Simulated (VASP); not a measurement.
# AlN: quasiparticle gap under strain, part 2 of 5

Wanted: the deformation potential of the gap of AlN, from G0W0. The cell is of the wurtzite type, one of the forms listed for this formula, which need not be the common one. The start is a cell from a database of measured crystal structures.

VASP 6.6.1, plane waves and PAW; the level of theory is named at each step.

So far. Step 2 (Relaxation): At PBE, with these data sets, the largest force is down to 7.5e-4 eV/Å.

The database entry behind the starting cell differs from later determinations by our own check (inner coordinate u about 0.002 short), so it need not match the best structure at ambient conditions.

**3. Ground state**

This step: PBE; plane waves and PAW (Al_GW, N_GW) (VASP 6.6.1).

The orbitals come from a self-consistent PBE run with a tight EDIFF and a narrow smearing. KPOINTS_OPT adds the bands along a path, which shows whether the mesh holds the band edges.

INCAR reads:

```
SYSTEM = AlN
PREC = Accurate
ENCUT = 450
EDIFF = 1E-08
NELM = 100
ISMEAR = 0
SIGMA = 0.01
LREAL = .FALSE.
ALGO = Normal
GGA = PE
NBANDS = 14
LORBIT = 11
LWAVE = .TRUE.
LCHARG = .FALSE.
KPAR = 8
```

POSCAR reads:

```
AlN
1.0
    3.1130000000      0.0000000000      0.0000000000
   -1.5565000000      2.6959370820      0.0000000000
    0.0000000000      0.0000000000      4.9810000000
Al N
2 2
Direct
    0.6666666667      0.3333333333      0.4990015937
    0.3333333333      0.6666666667      0.9990015937
    0.6666666667      0.3333333333      0.8809984063
    0.3333333333      0.6666666667      0.3809984063
```

KPOINTS reads:

```
Automatic mesh
0
Gamma
6 6 4
0 0 0
```

KPOINTS_OPT reads:

```
Line mode
12
Line-mode
Reciprocal
  0.00000000   0.00000000   0.00000000 GAMMA
  0.50000000   0.00000000   0.00000000 M

  0.50000000   0.00000000   0.00000000 M
  0.33333333   0.33333333   0.00000000 K

  0.33333333   0.33333333   0.00000000 K
  0.00000000   0.00000000   0.00000000 GAMMA

  0.00000000   0.00000000   0.00000000 GAMMA
  0.00000000   0.00000000   0.50000000 A

  0.00000000   0.00000000   0.50000000 A
  0.50000000   0.00000000   0.50000000 L

  0.50000000   0.00000000   0.50000000 L
  0.33333333   0.33333333   0.50000000 H

  0.33333333   0.33333333   0.50000000 H
  0.00000000   0.00000000   0.50000000 A

  0.50000000   0.00000000   0.50000000 L
  0.50000000   0.00000000   0.00000000 M

  0.33333333   0.33333333   0.00000000 K
  0.33333333   0.33333333   0.50000000 H
```

The projector-augmented-wave data sets are Al_GW and N_GW (PBE family, release 64).

On the command line:

```sh
> mpirun -np 8 vasp_std
```

Output:

```text
[banner, memory and clock lines left out]
running    8 mpi-ranks, on    1 nodes
 distrk:  each k-point on    1 cores,    8 groups
 distr:  one band on    1 cores,    1 groups

 POSCAR found type information on POSCAR AlN
 POSCAR found :  2 types and       4 ions
 [... a notice as in an earlier step ...]

 LDA part: xc-table for (Slater+PW92), standard interpolation
 POSCAR, INCAR and KPOINTS ok, starting setup
 FFT: planning ... GRIDC
 FFT: planning ... GRID_SOFT
 FFT: planning ... GRID
 WAVECAR not read
 entering main loop
       N       E                     dE             d eps       ncg     rms          rms(c)
DAV:   1     0.532287723508E+02    0.53229E+02   -0.67516E+03   588   0.920E+02
DAV:   2    -0.303211684489E+02   -0.83550E+02   -0.75666E+02   898   0.249E+02
DAV:   3    -0.344660490327E+02   -0.41449E+01   -0.41126E+01   822   0.494E+01
DAV:   4    -0.345202133312E+02   -0.54164E-01   -0.54150E-01   690   0.756E+00
DAV:   5    -0.345217075513E+02   -0.14942E-02   -0.14940E-02   822   0.107E+00    0.121E+01
DAV:   6    -0.298264733249E+02    0.46952E+01   -0.13127E+01   880   0.355E+01    0.301E+00
DAV:   7    -0.298282043737E+02   -0.17310E-02   -0.61396E-01   678   0.530E+00    0.210E+00
DAV:   8    -0.298226577106E+02    0.55467E-02   -0.88486E-02   666   0.494E+00    0.586E-01
DAV:   9    -0.298162863699E+02    0.63713E-02   -0.28208E-02   946   0.190E+00    0.123E-01
DAV:  10    -0.298165078926E+02   -0.22152E-03   -0.16906E-03   684   0.316E-01    0.770E-02
DAV:  11    -0.298164427005E+02    0.65192E-04   -0.30408E-04   968   0.189E-01    0.114E-02
DAV:  12    -0.298164448677E+02   -0.21672E-05   -0.59574E-06   696   0.205E-02    0.740E-03
DAV:  13    -0.298164437051E+02    0.11627E-05   -0.70026E-06   958   0.264E-02    0.162E-03
DAV:  14    -0.298164436970E+02    0.80696E-08   -0.25789E-07   726   0.516E-03    0.543E-04
DAV:  15    -0.298164437105E+02   -0.13513E-07   -0.90627E-09   612   0.972E-04    0.285E-04
DAV:  16    -0.298164437171E+02   -0.66215E-08   -0.49467E-09   468   0.550E-04
   1 F= -.29816444E+02 E0= -.29816444E+02  d E =-.718483E-12
 Start KPOINTS_OPT (optional k-point list driver)
k-point batch [1-21\108]
       N       E                     dE             ncg
DAV:   1     0.160194871251E+04   -0.75939E+04      588
DAV:   2     0.444884778748E+02   -0.15575E+04      892
DAV:   3    -0.307639609829E+02   -0.75252E+02      816
DAV:   4    -0.319811483358E+02   -0.12172E+01      732
DAV:   5    -0.320205232077E+02   -0.39375E-01      810
DAV:   6    -0.320225534263E+02   -0.20302E-02      760
DAV:   7    -0.320226463172E+02   -0.92891E-04      820
DAV:   8    -0.320226512962E+02   -0.49790E-05      810
DAV:   9    -0.320226514824E+02   -0.18621E-06      736
DAV:  10    -0.320226514940E+02   -0.11589E-07      606
DAV:  11    -0.320226514951E+02   -0.11146E-08      666
[...]
k-point batch [106-108\108]
       N       E                     dE             ncg
DAV:   1     0.115884034346E+05   -0.17930E+04       84
DAV:   2     0.113759868120E+05   -0.21242E+03      124
DAV:   3     0.113656238294E+05   -0.10363E+02      120
DAV:   4     0.113654642820E+05   -0.15955E+00      108
DAV:   5     0.113654595256E+05   -0.47564E-02      120
DAV:   6     0.113654593179E+05   -0.20770E-03      108
DAV:   7     0.113654593069E+05   -0.11022E-04      120
DAV:   8     0.113654593062E+05   -0.63650E-06      102
DAV:   9     0.113654593062E+05   -0.39530E-07      120
DAV:  10     0.113654593062E+05   -0.21264E-08       86
 writing wavefunctions
```

Run time: 5.4 s. Hardware: 8 MPI ranks of Intel Xeon 6975P-C (Granite Rapids), shared host; peak memory 1.3 GiB; 31 s of CPU time.

Parts of OUTCAR (step 3):

```text
 Found     21 irreducible k-points:

   k-points           NKPTS =     21   k-points in BZ     NKDIM =     21   number of bands    NBANDS=     14

   dimension x,y,z NGX =    24 NGY =   24 NGZ =   36
   dimension x,y,z NGXF=    48 NGYF=   48 NGZF=   72

   ENCUT  =  450.0 eV  33.07 Ry    5.75 a.u.   5.38  5.38  8.62*2*pi/ulx,y,z

   NELECT =      16.0000    total number of electrons

 E-fermi :   5.1808

 k-point     1 :       0.0000    0.0000    0.0000
  band No.  band energies     occupation
    ...
      4       4.2569      2.00000
      5       4.2569      2.00000
      6       4.9122      2.00000
      7       4.9122      2.00000
      8       5.1386      2.00000
      9       9.3233      0.00000
     10      11.7716      0.00000
     11      15.7406      0.00000
     12      16.2613      0.00000
     13      16.2613      0.00000
    ...

 k-point     2 :       0.1667    0.0000    0.0000
  band No.  band energies     occupation
    ...
      4       2.8429      2.00000
      5       3.6257      2.00000
      6       3.8678      2.00000
      7       4.8318      2.00000
      8       4.9639      2.00000
      9      10.5988      0.00000
     10      12.8311      0.00000
     11      14.3150      0.00000
     12      14.8912      0.00000
     13      17.2017      0.00000
    ...

  Total        0.3111944      0.3111944      0.3642461      0.0000000      0.0000000      0.0000000
  in kB       11.9271572     11.9271572     13.9604712      0.0000000      0.0000000      0.0000000
  external PRESSURE =      12.6049285 kB  Pullay stress =       0.0000000 kB

  energy-cutoff  :      450.00
  volume of cell :       41.80
      direct lattice vectors                 reciprocal lattice vectors
     3.113000000  0.000000000  0.000000000     0.321233537  0.185464269  0.000000000
    -1.556500000  2.695937082  0.000000000     0.000000000  0.370928538  0.000000000
     0.000000000  0.000000000  4.981000000     0.000000000  0.000000000  0.200762899

 POSITION                                       TOTAL-FORCE (eV/Angst)
 -----------------------------------------------------------------------------------
      1.55650      0.89865      2.48553         0.000000      0.000000     -0.001284
     -0.00000      1.79729      4.97603        -0.000000     -0.000000     -0.001284
      1.55650      0.89865      4.38825         0.000000     -0.000000      0.001284
     -0.00000      1.79729      1.89775        -0.000000      0.000000      0.001284
 -----------------------------------------------------------------------------------
    total drift:                               -0.000000      0.000000     -0.000191

  FREE ENERGIE OF THE ION-ELECTRON SYSTEM (eV)
  ---------------------------------------------------
  free  energy   TOTEN  =       -29.8164437171 eV

  energy  without entropy=      -29.8164437171  energy(sigma->0) =      -29.81644372

 total charge
# of ion       s       p       d       tot
------------------------------------------
    1        0.435   0.551   0.215   1.201
    2        0.435   0.551   0.215   1.201
    3        1.192   2.571   0.000   3.763
    4        1.192   2.571   0.000   3.763
--------------------------------------------------
tot          3.255   6.244   0.430   9.929

[... 3 parts as in an earlier step ...]

[... 7 further parts left out ...]
```

This step gave:

* free energy (TOTEN): -29.82 eV
* Fermi energy: 5.181 eV
* pressure: 1.260 GPa
* least gap on mesh and path: 4.185 eV
* least direct gap on mesh and path: 4.185 eV

The highest empty bands on the path are converged less tightly, to about 0.1 eV. The electronic bands at the labelled points (eV, zero at the valence-band top; v1 is the highest filled band, c1 the lowest empty one):

| point | v4 | v3 | v2 | v1 | c1 | c2 | c3 | c4 |
| --- | --- | --- | --- | --- | --- | --- | --- | --- |
| Γ | -0.88 | -0.23 | -0.23 | 0.00 | 4.18 | 6.63 | 10.60 | 11.12 |
| 0.55 of the way | -2.73 | -1.67 | -0.54 | -0.47 | 6.26 | 7.36 | 7.95 | 10.16 |
| M | -3.35 | -2.11 | -1.78 | -0.70 | 5.80 | 5.80 | 8.16 | 10.26 |
| 0.55 of the way | -3.14 | -3.05 | -1.90 | -1.66 | 5.46 | 7.31 | 8.93 | 10.01 |
| K | -3.80 | -2.46 | -2.39 | -2.39 | 5.05 | 8.34 | 9.65 | 9.65 |
| 0.55 of the way | -3.08 | -1.54 | -0.78 | -0.48 | 6.55 | 7.83 | 8.63 | 8.89 |
| Γ | -0.88 | -0.23 | -0.23 | 0.00 | 4.18 | 6.63 | 10.60 | 11.12 |
| 0.55 of the way | -0.77 | -0.77 | -0.34 | -0.34 | 5.28 | 6.76 | 10.22 | 11.10 |
| A | -0.56 | -0.56 | -0.56 | -0.56 | 6.44 | 6.44 | 10.31 | 10.31 |
| 0.55 of the way | -1.62 | -1.62 | -1.12 | -1.12 | 6.35 | 6.35 | 9.54 | 9.54 |
| L | -1.48 | -1.48 | -1.37 | -1.37 | 5.30 | 5.30 | 9.24 | 9.24 |
| 0.55 of the way | -2.91 | -2.91 | -0.92 | -0.92 | 6.27 | 6.27 | 9.08 | 9.08 |
| H | -3.87 | -3.87 | -0.80 | -0.80 | 7.41 | 7.41 | 7.81 | 7.81 |
| 0.55 of the way | -1.71 | -1.71 | -1.20 | -1.20 | 6.79 | 6.79 | 9.39 | 9.39 |
| A | -0.56 | -0.56 | -0.56 | -0.56 | 6.44 | 6.44 | 10.31 | 10.31 |
| jump to L | -1.48 | -1.48 | -1.37 | -1.37 | 5.30 | 5.30 | 9.24 | 9.24 |
| 0.55 of the way | -2.69 | -1.96 | -1.26 | -0.91 | 5.12 | 5.89 | 9.29 | 9.42 |
| M | -3.35 | -2.11 | -1.78 | -0.70 | 5.80 | 5.80 | 8.16 | 10.26 |
| jump to K | -3.80 | -2.46 | -2.39 | -2.39 | 5.05 | 8.34 | 9.65 | 9.65 |
| 0.45 of the way | -4.38 | -2.88 | -1.59 | -1.59 | 5.76 | 8.23 | 8.76 | 8.76 |
| H | -3.87 | -3.87 | -0.80 | -0.80 | 7.41 | 7.41 | 7.81 | 7.81 |

Of the projections kept (Al, N), the largest for each band there, as a share of the weight inside these atoms' spheres; weight between the spheres isn't counted:

```csv
point,v4,v3,v2,v1,c1,c2,c3,c4
Γ,N 0.80,N 0.85,N 0.85,N 0.86,N 0.72,Al 0.70,N 0.85,Al 0.99
M,N 0.67,N 0.75,N 0.74,N 0.82,Al 0.84,Al 0.55,Al 0.52,N 0.73
K,N 0.60,N 0.76,N 0.72,N 0.72,Al 0.96,N 0.73,N 0.63,N 0.63
Γ,N 0.80,N 0.85,N 0.85,N 0.86,N 0.72,Al 0.70,N 0.85,Al 0.99
A,N 0.83,N 0.83,N 0.83,N 0.83,N 0.67,N 0.67,Al 0.64,Al 0.64
L,N 0.78,N 0.78,N 0.79,N 0.79,Al 0.67,Al 0.67,Al 0.90,Al 0.90
```

The electronic bands as a text plot (rows in eV, shown from -6.0 to 7.8 only):

```
    7.5 |  +++     +    +   +                  +                +
    6.9 |++              +   +  ++  +++       + +   +++         +
    6.4 |    ++   +     + +   ++  ++   +     +   +++   ++      +
    5.8 |   +  ++++        +     +      +   +            ++++ +
    5.2 |  +       +++++    +   +        +++             +++ +
    4.6 | +                  +
    4.1 |+                    ++
    3.5 |
    2.9 |
    2.3 |
    1.8 |
    1.2 |
    0.6 |
    0.0 |***                ****
   -0.5 |*********       *****  *****         **      ***  **
   -1.1 |***  **  *     ** ******   ***** ****  *******  **    **
   -1.7 |  **** ****   * ** *    *   *******        **   **** *
   -2.3 |   *  ***  *****  **               *     **     *****
   -2.8 |    *    *** *   **      *              *         *  *
   -3.4 |   * * ****  ** **        ***       ** *     ***   *  *
   -4.0 |    ************         *   **       *    **      **  *
   -4.6 |     *      *** *       *             *  **       * ****
   -5.1 |   ** ** ***     **    *       **   ** **       **
   -5.7 |***     *          ****          ***            ****
         Γ      M    K        Γ   A       L    H       A|L M|K  H
```

The cell has a gap of 4.18 eV on mesh and path.

**4. Empty bands**

The next step needs empty bands that the ground-state run didn't converge, so the Hamiltonian is diagonalised exactly for NBANDS bands, in a single step. LOPTICS writes the k-derivatives of the orbitals (WAVEDER), which give the long-wavelength limit of the screening.

INCAR reads:

```
SYSTEM = AlN
PREC = Accurate
ENCUT = 450
ISMEAR = 0
SIGMA = 0.01
LREAL = .FALSE.
GGA = PE
NBANDS = 176
ALGO = Exact
NELM = 1
LWAVE = .TRUE.
LCHARG = .FALSE.
LOPTICS = .TRUE.
NEDOS = 1000
CSHIFT = 0.1
```

POSCAR is that of step 3.

KPOINTS is that of step 3.

On the command line:

```sh
> mpirun -np 8 vasp_std
```

Output:

```text
[banner, memory and clock lines left out]
running    8 mpi-ranks, on    1 nodes
 distrk:  each k-point on    8 cores,    1 groups
 distr:  one band on    1 cores,    8 groups

 POSCAR found type information on POSCAR AlN
 POSCAR found :  2 types and       4 ions
 [... a notice as in an earlier step ...]

 LDA part: xc-table for (Slater+PW92), standard interpolation
 found WAVECAR, reading the header
  number of bands has changed, file:    14 present:   176
  trying to continue reading WAVECAR, but it might fail
 POSCAR, INCAR and KPOINTS ok, starting setup
 FFT: planning ... GRIDC
 FFT: planning ... GRID_SOFT
 FFT: planning ... GRID
 reading WAVECAR
 random initialization beyond band           14
 the WAVECAR file was read successfully
 initial charge from wavefunction
 entering main loop
       N       E                     dE             d eps       ncg     rms          rms(c)
DIA:   1    -0.298164437186E+02   -0.29816E+02    0.00000E+00     0   0.000E+00
   1 F= -.29816444E+02 E0= -.29816444E+02  d E =-.525244E-17
 writing wavefunctions
 optical routines
 imaginary and real dielectric function
 recalculating local potential from charge density
 direction            1
 direction            2
 direction            3
```

Elapsed: 7 s, on 8 MPI ranks; peak memory 1.4 GiB.

From OUTCAR (step 4):

```text
 Found     21 irreducible k-points:

   k-points           NKPTS =     21   k-points in BZ     NKDIM =     21   number of bands    NBANDS=    176

   NELECT =      16.0000    total number of electrons

 E-fermi :   5.1931

 k-point     1 :       0.0000    0.0000    0.0000
  band No.  band energies     occupation
    ...
      4       4.2569      2.00000
      5       4.2569      2.00000
      6       4.9123      2.00000
      7       4.9123      2.00000
      8       5.1387      2.00000
      9       9.3234      0.00000
     10      11.7716      0.00000
     11      15.7407      0.00000
     12      16.2613      0.00000
     13      16.2613      0.00000
    ...

 k-point     2 :       0.1667    0.0000    0.0000
  band No.  band energies     occupation
    ...
      4       2.8429      2.00000
      5       3.6257      2.00000
      6       3.8678      2.00000
      7       4.8318      2.00000
      8       4.9639      2.00000
      9      10.5988      0.00000
     10      12.8311      0.00000
     11      14.3150      0.00000
     12      14.8912      0.00000
     13      17.2015      0.00000
    ...

  Total        0.3105277      0.3105277      0.3636047      0.0000000      0.0000000      0.0000000
  in kB       11.9016061     11.9016061     13.9358900      0.0000000      0.0000000      0.0000000
  external PRESSURE =      12.5797007 kB  Pullay stress =       0.0000000 kB

 POSITION                                       TOTAL-FORCE (eV/Angst)
 -----------------------------------------------------------------------------------
      1.55650      0.89865      2.48553         0.000000     -0.000000     -0.001286
     -0.00000      1.79729      4.97603        -0.000000      0.000000     -0.001286
      1.55650      0.89865      4.38825         0.000000      0.000000      0.001286
     -0.00000      1.79729      1.89775         0.000000     -0.000000      0.001286
 -----------------------------------------------------------------------------------
    total drift:                               -0.000000      0.000000     -0.000190

  FREE ENERGIE OF THE ION-ELECTRON SYSTEM (eV)
  ---------------------------------------------------
  free  energy   TOTEN  =       -29.8164437186 eV

  energy  without entropy=      -29.8164437186  energy(sigma->0) =      -29.81644372

 plasma frequency squared (from intraband transitions) (eV^2)
  --------------------------------------------------------------------------------------
       0.000      -0.000       0.000
       0.000       0.000       0.000
       0.000       0.000       0.000

[... 8 parts as in an earlier step ...]

[... 5 further parts left out ...]
```

The gap is read on the k-mesh alone, so it is an upper bound where the band edges lie off the mesh, and a coarse mesh can show a gap where there is none.

A gap read on the k-mesh alone can miss the band edges.

Numbers from this step:

```
gap on the k-mesh              : 4.185 eV
least direct gap on the k-mesh : 4.185 eV
```

WAVECAR now holds 176 bands for 16 electrons. Its independent-particle dielectric tensor has xx, yy, zz = 4.6, 4.6, 4.8 on this mesh. It isn't tested for convergence in mesh or bands and lacks local fields, and at a small direct gap a coarse mesh makes it too large, which overscreens the GW step.

(Continued in part 3 of 5.)

[Lines on the potential files, build, host, timing and source positions are cut from VASP's logs without a mark.]

[Logs are printed without paths, hosts, clocks, repeated set-up lines and the standing remarks that a program may print on its own settings, such as how far it seeks lower states.]

[Hosts, paths, dates, database ids (printed as entryN), source tags and the programs' standing remarks are cut or masked in the printed files.]

[Pressures printed for these runs are not shown converged in the cutoff: they can be off by several GPa and have the wrong sign.]

[In band tables of VASP the shares of atoms and orbitals are scaled to a sum of 1 inside the atoms' spheres.]
